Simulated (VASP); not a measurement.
A run of VASP 6.6.1:

File INCAR:

```
PREC = Accurate
ENCUT = 520
EDIFF = 1E-7
ISMEAR = 1
SIGMA = 0.1
LREAL = False
LASPH = True
NELM = 60
ALGO = Normal
ISIF = 2
LWAVE = False
LCHARG = False
GGA = CA
IBRION = 2
NSW = 60
EDIFFG = -0.01
```

Contents of KPOINTS:

```
regular mesh
0
Gamma
  10 10 6
```

The input POSCAR:

```
ZrTi
1.0
    1.6540890600     -2.3365284100      0.0000000000
    1.6540890600      2.3365284100      0.0000000000
    0.0000000000      0.0000000000      4.6829906700
Zr Ti
1 1
Direct
    0.0000000000      0.0000000000      0.0000000000
    0.5000000000      0.5000000000      0.5000000000
```

Potentials or basis: VASP PAW LDA potentials, release 64 (Zr_sv, Ti_sv).

The run is started by

```sh
$ cat potpaw_LDA.64/Zr_sv/POTCAR potpaw_LDA.64/Ti_sv/POTCAR > POTCAR
$ mpirun -np 1 vasp_std > vasp.out
```

Hardware: 1 thread of Intel(R) Xeon(R) Platinum 8488C (Sapphire Rapids), with other jobs on the host.

Q: Estimate the wall time of this run.

A: It took 32 s on 1 thread of Intel(R) Xeon(R) Platinum 8488C (Sapphire Rapids) (shared host), peak memory 0.2 GiB. Counts: scf iterations 15, k points 124, ion steps 1.
